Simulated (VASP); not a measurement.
Computed with r2SCAN meta-GGA, VASP's PBE PAW potentials (set 64) (plane waves; VASP).

Input for VASP

INCAR:
```
LMAXMIX = 6
ALGO = Normal
EDIFF = 1E-7
ISIF = 2   ! forces and stress, cell fixed
SYSTEM = Au
ISMEAR = 1
LWAVE = .FALSE.
ENCUT = 480
NELM = 100   ! most electronic steps
LMIXTAU = .TRUE.
LASPH = .TRUE.
LREAL = .FALSE.   ! projection in real space or not
LCHARG = .FALSE.
PREC = Accurate
SIGMA = 0.1
METAGGA = R2SCAN
```

File POSCAR:
```
Au
2.9170750
  0.0000000000   0.7071068740   0.7071068740
  0.7071068740   0.0000000000   0.7071068740
  0.7071068740   0.7071068740   0.0000000000
Au
1
Cart
  0.0000000000   0.0000000000   0.0000000000
```

File KPOINTS:
```
K-points
0
gamma
 14 14 14
```

POTCAR, in this order: Au (PBE.64 set). Program: vasp_std.

The resulting files:

OSZICAR:
```
       N       E                     dE             d eps       ncg     rms          rms(c)
DAV:   1    -0.953413634547E+01   -0.95341E+01   -0.55914E+03  2024   0.104E+03
DAV:   2    -0.542108073509E+02   -0.44677E+02   -0.42096E+02  1962   0.198E+02
DAV:   3    -0.545868995465E+02   -0.37609E+00   -0.37584E+00  2186   0.192E+01
DAV:   4    -0.545882681866E+02   -0.13686E-02   -0.13686E-02  2122   0.119E+00
DAV:   5    -0.545882794398E+02   -0.11253E-04   -0.11253E-04  2125   0.105E-01    0.893E+00
DAV:   6    -0.502767808393E+02    0.43115E+01   -0.52258E+00  1917   0.223E+01    0.656E+00
DAV:   7    -0.505504133135E+02   -0.27363E+00   -0.43661E-01  1890   0.495E+00    0.399E+00
DAV:   8    -0.505741379228E+02   -0.23725E-01   -0.82459E-02  1929   0.216E+00    0.387E-01
DAV:   9    -0.505919300685E+02   -0.17792E-01   -0.17890E-02  1948   0.105E+00    0.520E-02
DAV:  10    -0.505922095528E+02   -0.27948E-03   -0.16893E-03  1950   0.379E-01    0.516E-02
DAV:  11    -0.505925612676E+02   -0.35171E-03   -0.61840E-04  2035   0.221E-01    0.353E-02
DAV:  12    -0.505926295353E+02   -0.68268E-04   -0.56154E-05  1940   0.744E-02    0.152E-02
DAV:  13    -0.505926588766E+02   -0.29341E-04   -0.42058E-05  2036   0.615E-02    0.159E-03
DAV:  14    -0.505926597650E+02   -0.88837E-06   -0.55507E-06  2019   0.174E-02    0.351E-03
DAV:  15    -0.505926599644E+02   -0.19940E-06   -0.44925E-07  1900   0.717E-03    0.141E-03
DAV:  16    -0.505926605711E+02   -0.60672E-06   -0.47807E-07  1644   0.505E-03    0.200E-04
DAV:  17    -0.505926605923E+02   -0.21159E-07   -0.32307E-08   988   0.149E-03
   1 F= -.50592661E+02 E0= -.50592815E+02  d E =0.462600E-03
```

File OUTCAR:
```
------------------------ aborting loop because EDIFF is reached ----------------------------------------
  FORCE on cell =-STRESS in cart. coord.  units (eV):
  Direction    XX          YY          ZZ          XY          YZ          ZX
  --------------------------------------------------------------------------------------
  Total        0.0078739      0.0078739      0.0078739      0.0000000     -0.0000000      0.0000000
  in kB        0.7187436      0.7187436      0.7187436      0.0000000     -0.0000000      0.0000000
  external PRESSURE =       0.7187436 kB  Pullay stress =       0.0000000 kB
  volume of cell :       17.55
      direct lattice vectors                 reciprocal lattice vectors
     0.000000000  2.062683784  2.062683784    -0.242402643  0.242402643  0.242402643
     2.062683784  0.000000000  2.062683784     0.242402643 -0.242402643  0.242402643
     2.062683784  2.062683784  0.000000000     0.242402643  0.242402643 -0.242402643
 POSITION                                       TOTAL-FORCE (eV/Angst)
 -----------------------------------------------------------------------------------
      0.00000      0.00000      0.00000         0.000000      0.000000      0.000000
 -----------------------------------------------------------------------------------
    total drift:                                0.000000     -0.000000     -0.000000
  FREE ENERGIE OF THE ION-ELECTRON SYSTEM (eV)
  ---------------------------------------------------
  free  energy   TOTEN  =       -50.5926605923 eV

  energy  without entropy=      -50.5931231919  energy(sigma->0) =      -50.59281479
```
(Selected blocks of OUTCAR.)

The compound is Au in the fcc structure. It was relaxed first.
